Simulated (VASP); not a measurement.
Given:

```xyz
3
Lattice="4.6899 0.0000 0.0000 -2.3449 4.0615 0.0000 0.0000 0.0000 3.3365" Properties=species:S:1:pos:R:3 pbc="T T T"
Ce     4.6899     0.0000     0.0000
In     0.0000     2.7077     1.6682
Cu     2.3449     1.3538     1.6682
```

All values below come from PBEsol GGA, VASP's PBE PAW potentials (set 64) (plane waves; VASP). Settings: 400 eV cut-off, 9×9×10 Γ-centred mesh, tetrahedra with Blöchl corrections, potentials Ce In_d Cu.

The cores are frozen, which limits the accuracy of field gradients. The run has a spin-polarised start.

Problem. Give the principal components of the electric field gradient (V/Å²) and the asymmetry η at each nucleus.

Solution. 
| atom | Vxx | Vyy | Vzz | η |
|---|---|---|---|---|
| Ce1 | -72.3 | -72.3 | 144.6 | 0.00 |
| In2 | -51.0 | -51.0 | 102.1 | 0.00 |
| Cu3 | -18.5 | -18.5 | 36.9 | 0.00 |

The structure comes from a computed database's CeInCu entry (P-6m2); how it stands against other phases isn't given here. It was relaxed first, which changed the volume by -8 %.
